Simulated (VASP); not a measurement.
Crystal: TaAs.

```
CELL_PARAMETERS angstrom
-1.72181 1.72181 5.86794
1.72181 -1.72181 5.86794
1.72181 1.72181 -5.86794
ATOMIC_POSITIONS crystal
Ta 0.49997 0.99997 0.50000
Ta 0.74997 0.74997 0.00000
As 0.08263 0.58263 0.50000
As 0.33263 0.33263 0.00000
```

The cell is a database's computed one.

```yaml
Program: VASP 6.6.1
Task: relaxation of cell and atoms
Functional: PBE
Potentials_or_basis: VASP PAW PBE potentials, release 64 (Ta_pv, As)
Cutoff: 520 eV
k_mesh: 6 × 6 × 6
Occupations: gaussian, width 0.1 eV
Spin: collinear spin, ferromagnetic start
Starting_moments: "[1.0, 1.0, 0.0, 0.0] μB"
```

At the start: pressure 2.7 GPa; volume 17.40 Å³/atom.

Question: Where does the relaxation end?

Answer: Over 11 steps the energy falls by 2.2 meV/atom and the volume is 17.65 Å³/atom (+1.5 %); space group I4_1md (No. 109, to 0.05 Å); moment 0.00 μB per cell.

The path:
```
step  energy change (eV)  largest force (eV/Å)  pressure (GPa)  volume (Å³)
   1              0.0000                0.0366            2.74        69.59
   2              0.0215                0.0050           -4.71        72.62
   3             -0.0088                0.0214           -0.02        70.63
   4             -0.0088                0.0218            0.03        70.61
   5             -0.0089                0.0026            0.03        70.61
   6             -0.0089                0.0021            0.03        70.61
   7             -0.0089                0.0004           -0.05        70.63
   8             -0.0089                0.0002           -0.02        70.62
   9             -0.0089                0.0001           -0.03        70.63
  10             -0.0089                0.0016            0.02        70.61
  11             -0.0089                0.0012            0.01        70.61
```

Final structure:
```
Ta As
1.0
    -1.73136    1.73136    5.88900
     1.73136   -1.73136    5.88900
     1.73136    1.73136   -5.88900
Ta As
2 2
Cartesian
  0.0000 1.7314 0.0014
  0.0000 0.0000 8.8349
  1.7314 0.0000 0.9714
  0.0000 0.0000 3.9160
```

Caveat: the k mesh is coarse (spacing up to 0.43 Å⁻¹), so the values aren't converged.
